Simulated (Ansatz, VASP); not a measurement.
**HfMoC2: VASP beside Ansatz**

```
CELL_PARAMETERS angstrom
3.21256 0.00000 0.00000
0.00000 3.21256 0.00000
0.00000 0.00000 4.51487
ATOMIC_POSITIONS crystal
Hf 0.00000 0.00000 0.00000
Mo 0.50000 0.50000 0.50000
C 0.50000 0.50000 0.00000
C 0.00000 0.00000 0.50000
```

Change from the starting cell: volume scaled by 1.02.

Alike in both runs: task single point; functional PBEsol; k mesh 8 × 8 × 6; occupations fermi-dirac, width 0.05 eV; no spin polarisation.

|  | VASP | Ansatz |
| --- | --- | --- |
| version | VASP 6.6.1 | Ansatz 0.2.0 |
| potentials or method | VASP PAW PBE potentials, release 64 (Hf_pv, Mo_sv, C) | Ansatz PAW |
| plane-wave cutoff (eV) | 520 | 420 |
| valence electrons in the cell | 32 | 48 |

```csv
,VASP,Ansatz,Ansatz less VASP
gap on the k mesh at the Fermi level (eV),none,none,-
pressure (GPa),-13.9,-13.9,+0.01
largest component of the traceless stress (GPa),2.83,2.85,+0.020
```

A gap of «none» marks a metal or a gap that the smearing closes. The two sets of potentials don't hold the same shells in valence.

Caveats: the PAW data sets were made with another functional, which shifts forces and pressure a little (VASP); the PAW data sets come from PBE, with cores solved anew for the run's functional, which leaves a small shift of forces and pressure (Ansatz). The runs have no spin-orbit coupling, so splittings on Hf are missing.
